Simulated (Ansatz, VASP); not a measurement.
HfIn4SiO6 in VASP and in Ansatz

File INCAR:

```
SYSTEM = HfIn4SiO6
ALGO = Normal
EDIFF = 1E-7
ENCUT = 520
GGA = PE
ISIF = 2
ISMEAR = -1
KPAR = 4
LASPH = .TRUE.
LCHARG = .FALSE.
LREAL = .FALSE.
LWAVE = .FALSE.
NBANDS = 63
NELM = 60
PREC = Accurate
SIGMA = 0.05
```

KPOINTS

```
k-points
0
G
  5 5 4
  0 0 0
```

Contents of POSCAR:

```
HfIn4SiO6
1.0
    5.7736610998      0.0038601373      0.0157951551
   -0.7143381693      6.1885296124     -0.0058256666
   -2.7731996569     -1.4139348692      6.7180168485
Hf In Si O
1 4 1 6
Direct
    0.1179300000      0.0155600000      0.1329200000
    0.3884200000      0.9990100000      0.7289100000
    0.7586500000      0.0084200000      0.4958600000
    0.2346100000      0.4884100000      0.5330000000
    0.5964900000      0.4821100000      0.2052800000
    0.8677800000      0.4402900000      0.8554400000
    0.5531600000      0.3873800000      0.7929000000
    0.9345400000      0.3848300000      0.6559600000
    0.9841400000      0.2621800000      0.0034700000
    0.9908300000      0.6980600000      0.9845200000
    0.0866500000      0.0649300000      0.3937400000
    0.4868000000      0.1088300000      0.2179900000
```

Contents of input.yaml:

```yaml
crystal:
  lattice:
    - [5.7736610998, 0.0038601373, 0.0157951551]
    - [-0.7143381693, 6.1885296124, -0.0058256666]
    - [-2.7731996569, -1.4139348692, 6.7180168485]
  atoms:
    - { symbol: Hf, position: [0.11793, 0.01556, 0.13292] }
    - { symbol: In, position: [0.38842, 0.99901, 0.72891] }
    - { symbol: In, position: [0.75865, 0.00842, 0.49586] }
    - { symbol: In, position: [0.23461, 0.48841, 0.533] }
    - { symbol: In, position: [0.59649, 0.48211, 0.20528] }
    - { symbol: Si, position: [0.86778, 0.44029, 0.85544] }
    - { symbol: O, position: [0.55316, 0.38738, 0.7929] }
    - { symbol: O, position: [0.93454, 0.38483, 0.65596] }
    - { symbol: O, position: [0.98414, 0.26218, 0.00347] }
    - { symbol: O, position: [0.99083, 0.69806, 0.98452] }
    - { symbol: O, position: [0.08665, 0.06493, 0.39374] }
    - { symbol: O, position: [0.4868, 0.10883, 0.21799] }
hamiltonian:
  xc: pbe
  pseudopotentials: { kind: paw }
kpoints:
  mp_grid: { grid: [5, 5, 4] }
scf:
  occupations: { method: fermi_dirac, width: 0.05 }
output:
  forces: true
  stress: true
  eigenvalues: true
  write_density: true
  write_potential: true
  elf: true
  volumetric_format: npy
```

Change from the starting cell: volume scaled by 1.04.

Alike in both runs: task single point; functional PBE; k mesh 5 × 5 × 4; occupations fermi-dirac, width 0.05 eV; no spin polarisation.

```csv
,VASP,Ansatz
version,VASP 6.6.1,Ansatz 0.2.0
potentials or method,"VASP PAW PBE potentials, release 64 (Hf_pv, In_d, Si, O)",Ansatz PAW
plane-wave cutoff (eV),520,420
valence electrons in the cell,102,118
```

Ansatz gave:

```
gap on the k mesh at the Fermi level (eV)       : 0.97
least direct gap on the mesh (eV)               : 1.24
pressure (GPa)                                  : -3.1
largest component of the traceless stress (GPa) : 0.28
rms of the force components (eV/Å)              : 0.204
```

Q: Which values does VASP return?

A: gap on the k mesh at the Fermi level (eV): 0.96; least direct gap on the mesh (eV): 1.23; pressure (GPa): -3.3; largest component of the traceless stress (GPa): 0.34; rms of the force components (eV/Å): 0.217.

Atom by atom the forces differ by 0.050 eV/Å (rms over components). The functional is the same, so the differences come from potentials, cutoffs and numerics. The two sets of potentials don't hold the same shells in valence.

Caveats: spin-orbit coupling is left out, which moves the levels of the heavy elements; an odd mesh through Γ misses points on the zone boundary, where band edges often lie (VASP); odd divisions of the mesh miss points on the zone boundary, where band edges often lie, so the gap on the mesh can be too wide (Ansatz); the pressure holds a Pulay correction of +0.3 GPa for the finite cutoff (Ansatz).
